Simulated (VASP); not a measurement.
Here is the system:

```xyz
2
Lattice="0.0000 2.7701 2.7701 2.7701 0.0000 2.7701 2.7701 2.7701 0.0000" Properties=species:S:1:pos:R:3 pbc="T T T"
Ga     0.0000     0.0000     0.0000
P      1.3850     1.3850     1.3850
```

Computed with revPBE GGA, VASP's PBE PAW potentials (set 64) (plane waves; VASP). Run with 520 eV cut-off, Gaussian smearing of 0.050 eV, potentials Ga_d P.

Task: What does the run give for the band gap (along the path) with the smallest direct gap where there is one?

Result: 
band gap (along the path): 1.52 eV
smallest direct gap (along the path): 1.52 eV

The compound is GaP in the zinc blende structure. It was relaxed first, which changed the volume by +5 %.
